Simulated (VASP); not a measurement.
Set up this calculation in VASP 6.6.1, as the native input.

```
Task                   : relaxation of cell and atoms
Functional             : PBE
Potentials or basis    : VASP PAW PBE potentials, release 64 (Sr_sv, Zr_sv, O)
Cutoff                 : 520 eV
k mesh                 : 10 × 10 × 4
Occupations            : gaussian, width 0.1 eV
Spin                   : no spin polarisation
Further INCAR settings : ALGO = Normal; EDIFF = 1e-06; IBRION = 2; EDIFFG = -0.01; NSW = 90; ISIF = 3
```

The structure of SrZr2O3 lies in POSCAR:

```
SrZr2O3
1.0
    3.3080813900      0.0000000000      0.0000000000
   -1.6540407000      2.8648825200      0.0000000000
    0.0000000000      0.0000000000      8.4750000000
Sr Zr O
1 2 3
Direct
    0.0000000000      0.0000000000      0.0000000000
    0.6666666700      0.3333333300      0.6520354000
    0.3333333300      0.6666666700      0.3479646000
    0.0000000000      0.0000000000      0.5000000000
    0.3333333300      0.6666666700      0.8020059000
    0.6666666700      0.3333333300      0.1979941000
```

The cell was built by a generator and needn't be a form met in nature.

One way to write it, as run:

INCAR

```
SYSTEM = SrZr2O3
  PREC = Accurate
  ENCUT = 520
  EDIFF = 1E-6
  ISMEAR = 0
  SIGMA = 0.1
  LREAL = .False.
  LASPH = .True.
  NELM = 120
  ALGO = Normal
  ISIF = 3
  LWAVE = .False.
  LCHARG = .False.
  GGA = PE
  IBRION = 2
  NSW = 90
  EDIFFG = -0.01
  KPAR = 4
```

KPOINTS

```
Automatic mesh
0
Gamma
  10 10 4
  0 0 0
```

Potentials or basis: VASP PAW PBE potentials, release 64 (Sr_sv, Zr_sv, O).

Launch:

```console
$ cat potpaw_PBE.64/Sr_sv/POTCAR potpaw_PBE.64/Zr_sv/POTCAR potpaw_PBE.64/O/POTCAR > POTCAR
$ mpirun -np 4 vasp_std > vasp.out
```

Results of the run:

* Relaxed volume: 13.53 Å³/atom
* Relaxed cell: a = 3.371 Å, b = 3.371 Å, c = 8.251 Å, α = 90.00°, β = 90.00°, γ = 120.00°
* Space group after relaxing (to 0.05 Å): P-3m1 (No. 164)
* Energy gained by relaxing: 9.8 meV/atom
* Ionic steps: 12
* Pressure after relaxing: 0.0 GPa
* Band gap on the k mesh: none (metal or under the smearing width)

Run time: 3.8 min on 4 MPI ranks on Intel(R) Xeon(R) Platinum 8488C (Sapphire Rapids), with other jobs on the host, peak memory 0.3 GiB a rank.
